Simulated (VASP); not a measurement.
# Sr2BN (P-3m1) in VASP: reference runs, part 2 of 2

VASP 6.6.1.

## Step 3: Single point, PBE (atoms moved at random, drawn with an rms of 0.05 Å)

INCAR

```
SYSTEM = Sr2BN
  PREC = Accurate
  ENCUT = 520
  EDIFF = 1E-7
  ISMEAR = -1
  SIGMA = 0.05
  LREAL = .FALSE.
  LASPH = .TRUE.
  NELM = 60
  ALGO = Normal
  ISIF = 2
  LWAVE = .FALSE.
  LCHARG = .TRUE.
  GGA = PE
  LELF = .TRUE.
  LVHAR = .TRUE.
  NBANDS = 22
```

KPOINTS

```
Automatic mesh
0
G
  8 8 4
  0 0 0
```

POSCAR

```
Sr2BN
1.0
    3.8822100000      0.0000000000      0.0000000000
   -1.9411000000      3.3620900000      0.0000000000
    0.0000000000      0.0000000000      6.7123600000
Sr B N
2 1 1
Direct
    0.3353670000      0.6761130000      0.7978390000
    0.6648780000      0.3369030000      0.1963400000
    0.0041260000     -0.0084410000      0.4932530000
    0.0011220000      0.0021710000      0.0038940000
```

Potentials or basis: VASP PAW PBE potentials, release 64 (Sr_sv, B, N).

Command:

```
$ cat potpaw_PBE.64/Sr_sv/POTCAR potpaw_PBE.64/B/POTCAR potpaw_PBE.64/N/POTCAR > POTCAR
$ mpirun -np 1 vasp_std > vasp.out
```

OUTCAR:

```text
SYSTEM = Sr2BN
   PREC = Accurate
   ENCUT = 520
   EDIFF = 1E-7
   ISMEAR = -1
   LREAL = .FALSE.
   LASPH = .TRUE.
   NELM = 60
   ISIF = 2
   GGA = PE

 ion  position               nearest neighbor table
   1  0.335  0.676  0.798-   4 2.62   4 2.63   4 2.65   3 2.98   3 3.04   3 3.08   2 3.48   2 3.49
                             2 3.50   2 4.61   2 4.62   2 4.62
   2  0.665  0.337  0.196-   4 2.58   4 2.58   4 2.60   3 2.97   3 2.99   3 3.04   1 3.48   1 3.49
                             1 3.50   1 4.61   1 4.62   1 4.62
   3  0.004  0.992  0.493-   2 2.97   1 2.98   2 2.99   1 3.04   2 3.04   1 3.08
   4  0.001  0.002  0.004-   2 2.58   2 2.58   2 2.60   1 2.62   1 2.63   1 2.65

  LATTYP: Found a hexagonal cell.
 ALAT       =     3.8822100000
 C/A-ratio  =     1.7290048709

  Lattice vectors:

 A1 = (   3.8822100000,   0.0000000000,   0.0000000000)
 A2 = (  -1.9411000000,   3.3620900000,   0.0000000000)
 A3 = (   0.0000000000,   0.0000000000,   6.7123600000)

Analysis of symmetry for initial positions (statically):
=====================================================================
 Subroutine PRICEL returns:
 Original cell was already a primitive cell.

 Routine SETGRP: Setting up the symmetry group for a
 hexagonal supercell.

 Subroutine GETGRP returns: Found  1 space group operations
 (whereof  1 operations were pure point group operations)
 out of a pool of 24 trial point group operations.

The static configuration has the point symmetry C_1 .

Analysis of symmetry for dynamics (positions and initial velocities):
=====================================================================
 Subroutine PRICEL returns:
 Original cell was already a primitive cell.

 Routine SETGRP: Setting up the symmetry group for a
 hexagonal supercell.

 Subroutine GETGRP returns: Found  1 space group operations
 (whereof  1 operations were pure point group operations)
 out of a pool of 24 trial point group operations.

[... 117 lines left out ...]
   EMIN   =  10.00;   EMAX   =-10.00  energy-range for DOS
   EFERMI =   0.00;   METHOD = LEGACY
   ISMEAR =    -1;   SIGMA  =   0.05  broadening in eV -4-tet -1-fermi 0-gaus
   EFERMI_NEDOS =   21; number of points for ismear=-14 and -15
   IALGO  =     38    algorithm
   IMIX   =      4    mixing-type and parameters
     AMIX     =   0.40;   BMIX     =  1.00
     AMIX_MAG =   1.60;   BMIX_MAG =  1.00
  volume/ion in A,a.u.               =      21.90       147.81
  Fermi-wavevector in a.u.,A,eV,Ry     =   1.119282  2.115137 17.045282  1.252793
  Thomas-Fermi vector in A             =   2.255920
   LORBIT       =      0    0 simple, 1 ext, 2 COOP (PROOUT), +10 PAW based schemes
   GGA     = PE    functional components
   LHFCALC =     F    Hartree Fock is set to
   AEXX    =    0.0000 exact exchange contribution
   IVDW    =     0    specifies the selected vdW correction
   LEPSILON=     F    determine dielectric tensor
   LRPA    =     F    only Hartree local field effects (RPA)
 non-spin polarized calculation
  energy-cutoff  :      520.00
  volume of cell :       87.61
 maximum number of plane-waves:      2383
 NGX is ok and might be reduce to    30
   NGX = 15   NGY = 15   NGZ = 25

 number of electron      27.9999999 magnetization

 Free energy of the ion-electron system (eV)
  ---------------------------------------------------
  ext. energy  EPLUGINS =         0.00000000
  ---------------------------------------------------
  free energy    TOTEN  =       -16.72702770 eV

  energy without entropy =      -16.70252848  energy(sigma->0) =      -16.71477809

 E-fermi :   2.1783     XC(G=0):  -9.2053

 val. band max:        2.1761796198   @ k =   0.0000   0.2500   0.0000
 cond. band min:       2.1817673048   @ k =  -0.2500  -0.3750   0.5000
 fundamental gap:      0.0055876851
 Fermi energy:         2.1783079683

 k-point     1 :       0.0000    0.0000    0.0000
  band No.  band energies     occupation
      1     -31.9332      2.00000
      2     -31.6890      2.00000
      3     -14.5095      2.00000
      4     -13.8425      2.00000
      5     -13.8314      2.00000
      6     -13.6448      2.00000
[... 589 lines left out ...]
     21       8.7901      0.00000
     22       9.4728      0.00000

 [... further k-points ...]
[... 5 lines left out ...]
  --------------------------------------------------------------------------------------
  -------------------------------------------------------------------------------------
  Total        0.2905528      0.2668684      0.7168535      0.0200273      0.0499851      0.0178535
  in kB        5.3133950      4.8802723     13.1092369      0.3662433      0.9140869      0.3264910
  external PRESSURE =       7.7676348 kB  Pullay stress =       0.0000000 kB

 VOLUME and BASIS-vectors are now :
 -----------------------------------------------------------------------------
  energy-cutoff  :      520.00
  volume of cell :       87.61
      direct lattice vectors                 reciprocal lattice vectors
     3.882210000  0.000000000  0.000000000     0.257585241  0.148716635  0.000000000
    -1.941100000  3.362090000  0.000000000     0.000000000  0.297434037  0.000000000
     0.000000000  0.000000000  6.712360000     0.000000000  0.000000000  0.148978899

 POSITION                                       TOTAL-FORCE (eV/Angst)
 -----------------------------------------------------------------------------------
     -0.01044      2.27315      5.35538         0.054142     -0.102122     -0.421192
      1.92723      1.13270      1.31790         0.073054     -0.028736      0.587453
     -1.90870      3.33371      3.31089        -0.077540      0.083265      0.057636
      0.00014      0.00730      0.02614        -0.049656      0.047592     -0.223897
 -----------------------------------------------------------------------------------
    total drift:                                0.000021      0.000082     -0.000041

  FREE ENERGIE OF THE ION-ELECTRON SYSTEM (eV)
  ---------------------------------------------------
  free  energy   TOTEN  =       -16.7270276994 eV

  energy  without entropy=      -16.7025284750  energy(sigma->0) =      -16.71477809
```

stdout:

```text
POSCAR found type information on POSCAR SrB N
 POSCAR found :  3 types and       4 ions
 scaLAPACK will be used
 LDA part: xc-table for (Slater+PW92), standard interpolation
 POSCAR, INCAR and KPOINTS ok, starting setup
 FFT: planning ... GRIDC
 FFT: planning ... GRID_SOFT
 FFT: planning ... GRID
 WAVECAR not read
 entering main loop
```

Run time: 3.6 min. Hardware: 1 thread of Intel Xeon Platinum 8488C (Sapphire Rapids), shared host; peak memory 0.37 GiB.

Results:

```
Free energy            : -16.7270 eV
Pressure               : 0.8 GPa
Largest force          : 0.593 eV/Å
Band gap on the k mesh : none (metal or under the smearing width)
```

Forces in eV/Å, atoms in the order of the input:
```
Sr   0.054 -0.102 -0.421
Sr   0.073 -0.029  0.587
B   -0.078  0.083  0.058
N   -0.050  0.048 -0.224
```

Levels at points of the mesh, in eV from the Fermi level:
| k point | band 12 | band 13 | band 14 | band 15 | band 16 | band 17 |
| --- | --- | --- | --- | --- | --- | --- |
| (0.00, 0.00, 0.00) | -1.01 | -1.01 | 1.22 | 1.60 | 1.61 | 3.34 |
| (0.50, 0.00, 0.00) | -1.15 | -0.87 | -0.79 | 1.04 | 1.15 | 1.94 |
| (0.00, 0.50, 0.00) | -1.16 | -0.89 | -0.81 | 1.05 | 1.16 | 1.95 |
| (0.50, 0.50, 0.00) | -1.15 | -0.88 | -0.79 | 1.06 | 1.15 | 1.92 |
| (0.00, 0.00, 0.50) | -1.02 | -1.01 | -0.67 | 1.39 | 1.40 | 4.40 |
| (0.50, 0.00, 0.50) | -1.31 | -0.80 | -0.80 | -0.05 | 0.98 | 2.76 |
| (0.00, 0.50, 0.50) | -1.31 | -0.81 | -0.80 | -0.05 | 0.97 | 2.79 |
| (0.50, 0.50, 0.50) | -1.31 | -0.81 | -0.80 | -0.04 | 0.98 | 2.75 |
